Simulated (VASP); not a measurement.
These are PBEsol GGA, VASP's PBE PAW potentials (set 64) (plane waves; VASP 6.6.1) values and carry that method's errors.

VASP ran on this input.

### INCAR
```
ALGO = Normal
EDIFF = 1E-6
ENCUT = 300
GGA = PS
ISIF = 2
ISMEAR = 0
LASPH = .TRUE.
LCHARG = .FALSE.
LMAXMIX = 6
LREAL = .FALSE.
LWAVE = .FALSE.
NELM = 100
PREC = Accurate
SIGMA = 0.2
SYSTEM = LaAlNi4
```

POSCAR:
```
LaAlNi4
1
    2.5752650000    -4.2243850000     0.0000000000
    2.5752650000     4.2243850000     0.0000000000
    0.0000000000     0.0000000000     4.0264300000
La Al Ni
1 1 4
Direct
  0.4999270000   0.5015760000  -0.0043030000
  0.0024900000  -0.0005030000   0.5098220000
  0.1718100000   0.8409340000   0.0049790000
  0.8253420000   0.1709370000  -0.0042200000
  0.0033730000   0.4993010000   0.5004450000
  0.4970580000  -0.0122440000   0.4932760000
```

KPOINTS:
```
Automatic mesh
0
Gamma
2 2 2
0 0 0
```

POTCAR, in this order: La Al Ni (PBE.64 set). Program: vasp_std.

Output of the run:

**OUTCAR**
```
 ion  position               nearest neighbor table
   1  0.500  0.502  0.996-   4 2.77   3 2.82   3 2.91   4 2.95   3 2.96   4 2.97   6 3.14   6 3.15
                             5 3.16   5 3.18   5 3.19   5 3.22   6 3.23   2 3.23   2 3.24   6 3.24
   2  0.002  0.999  0.510-   3 2.43   4 2.45   3 2.46   5 2.47   6 2.47   6 2.48   5 2.48   4 2.54
                             1 3.23   1 3.24   1 3.30   1 3.31
   3  0.172  0.841  0.005-   2 2.43   6 2.43   2 2.46   5 2.50   6 2.51   5 2.53   1 2.82   4 2.86
                             4 2.88   1 2.91   4 2.95   1 2.96
   4  0.825  0.171  0.996-   2 2.45   5 2.47   6 2.47   6 2.49   5 2.50   2 2.54   1 2.77   3 2.86
                             3 2.88   1 2.95   3 2.95   1 2.97
   5  0.003  0.499  0.500-   4 2.47   2 2.47   2 2.48   4 2.50   3 2.50   3 2.53   6 2.53   6 2.62
                             1 3.16   1 3.18   1 3.19   1 3.22
   6  0.497  0.988  0.493-   3 2.43   4 2.47   2 2.47   2 2.48   4 2.49   3 2.51   5 2.53   5 2.62
                             1 3.14   1 3.15   1 3.23   1 3.24
  LATTYP: Found a base centered orthorhombic cell.
 ALAT       =     5.1505300000
 B/A-ratio  =     1.6403690494
 C/A-ratio  =     0.7817506160
 Subroutine PRICEL returns:
 Original cell was already a primitive cell.
 Subroutine GETGRP returns: Found  1 space group operations
The static configuration has the point symmetry C_1 .
The dynamic configuration has the point symmetry C_1 .
 Subroutine INISYM returns: Found  1 space group operations
 Subroutine IBZKPT returns following result:
 Found      8 irreducible k-points:

 Following reciprocal coordinates:
            Coordinates               Weight
  0.000000  0.000000  0.000000      1.000000
  0.500000  0.000000  0.000000      1.000000
  0.000000  0.500000  0.000000      1.000000
  0.500000  0.500000  0.000000      1.000000
  0.000000  0.000000  0.500000      1.000000
  0.500000  0.000000  0.500000      1.000000
  0.000000  0.500000  0.500000      1.000000
  0.500000  0.500000  0.500000      1.000000
   k-points           NKPTS =      8   k-points in BZ     NKDIM =      8   number of bands    NBANDS=     32
   number of dos      NEDOS =    301   number of ions     NIONS =      6
   total plane-waves  NPLWV =  18816
   dimension x,y,z NGX =    28 NGY =   28 NGZ =   24
...
```

OSZICAR:
```
       N       E                     dE             d eps       ncg     rms          rms(c)
DAV:   1     0.320145959878E+03    0.32015E+03   -0.15493E+04   520   0.165E+03
DAV:   2     0.970234285688E+01   -0.31044E+03   -0.30246E+03   584   0.346E+02
DAV:   3    -0.352760052862E+02   -0.44978E+02   -0.43727E+02   704   0.141E+02
DAV:   4    -0.448864795688E+02   -0.96105E+01   -0.92093E+01   992   0.481E+01
DAV:   5    -0.455887820922E+02   -0.70230E+00   -0.67292E+00   768   0.148E+01    0.320E+01
DAV:   6    -0.688571185078E+02   -0.23268E+02   -0.54960E+02   848   0.283E+02    0.575E+01
DAV:   7    -0.401811478730E+02    0.28676E+02   -0.11893E+02   736   0.138E+02    0.146E+01
DAV:   8    -0.368022961258E+02    0.33789E+01   -0.16981E+01   808   0.444E+01    0.521E+00
DAV:   9    -0.368912246426E+02   -0.88929E-01   -0.36592E+00   840   0.271E+01    0.399E+00
DAV:  10    -0.366810614491E+02    0.21016E+00   -0.31514E+00   864   0.222E+01    0.305E+00
DAV:  11    -0.366509603009E+02    0.30101E-01   -0.61236E-01   960   0.139E+01    0.227E+00
DAV:  12    -0.366179075996E+02    0.33053E-01   -0.16600E-01   816   0.813E+00    0.724E-01
DAV:  13    -0.366186157394E+02   -0.70814E-03   -0.36329E-02   888   0.253E+00    0.707E-01
DAV:  14    -0.366171991097E+02    0.14166E-02   -0.15609E-02   776   0.276E+00    0.499E-01
DAV:  15    -0.366162579942E+02    0.94112E-03   -0.62829E-03   984   0.108E+00    0.209E-01
DAV:  16    -0.366162805385E+02   -0.22544E-04   -0.60876E-04   696   0.306E-01    0.991E-02
DAV:  17    -0.366162743513E+02    0.61872E-05   -0.14807E-04   824   0.177E-01    0.374E-02
DAV:  18    -0.366162737504E+02    0.60095E-06   -0.20515E-05   864   0.391E-02    0.199E-02
DAV:  19    -0.366162727455E+02    0.10049E-05   -0.28981E-06   504   0.240E-02    0.448E-03
DAV:  20    -0.366162728351E+02   -0.89593E-07   -0.19256E-06   456   0.125E-02
   1 F= -.36616273E+02 E0= -.36545523E+02  d E =-.141500E+00
```

**OUTCAR**
```
------------------------ aborting loop because EDIFF is reached ----------------------------------------
  FORCE on cell =-STRESS in cart. coord.  units (eV):
  Direction    XX          YY          ZZ          XY          YZ          ZX
  --------------------------------------------------------------------------------------
  Total       -1.3504586      0.0573080     -3.4313357     -0.0134178     -0.0766415      0.0085979
  in kB      -24.6976867      1.0480693    -62.7535394     -0.2453892     -1.4016489      0.1572420
  external PRESSURE =     -28.8010523 kB  Pullay stress =       0.0000000 kB
  volume of cell :       87.61
      direct lattice vectors                 reciprocal lattice vectors
     2.575265000 -4.224385000  0.000000000     0.194154776 -0.118360424  0.000000000
     2.575265000  4.224385000  0.000000000     0.194154776  0.118360424  0.000000000
     0.000000000  0.000000000  4.026430000     0.000000000  0.000000000  0.248358968
 POSITION                                       TOTAL-FORCE (eV/Angst)
 -----------------------------------------------------------------------------------
      2.57914      0.00697      4.00910        -0.004049      0.055944      0.133382
      2.58038      4.21174      2.05276        -0.019124      0.245246     -0.346245
      2.60808      2.82664      0.02005        -0.146903     -0.260682     -0.102141
      2.56568     -2.76446      4.00944         0.013022     -0.113574      0.183516
      1.29452      2.09499      2.01501         0.057998      0.045163     -0.060829
      3.82379      2.07290      1.98614         0.099056      0.027902      0.192317
 -----------------------------------------------------------------------------------
    total drift:                               -0.000476      0.000218      0.000151
  FREE ENERGIE OF THE ION-ELECTRON SYSTEM (eV)
  ---------------------------------------------------
  free  energy   TOTEN  =       -36.6162728351 eV

  energy  without entropy=      -36.4747725394  energy(sigma->0) =      -36.54552269
```
(Selected blocks of OUTCAR.)

At this cut-off the stress carries a Pulay error, which pulls relaxed volumes low.

The structure comes from a computed database's LaAlNi4 entry; how it stands against other phases isn't given here. The cell was not relaxed at this level, atoms are displaced from their ideal sites. The k-mesh is coarse (spacing up to 0.78 per Å, 2π included), so the numbers may not be converged in it. The run is one of a series of settings (KPOINTS 2×2×2 Γ-centred mesh against the base run), some of them coarse on purpose. The run is not spin-polarised, so no magnetic state was tried.
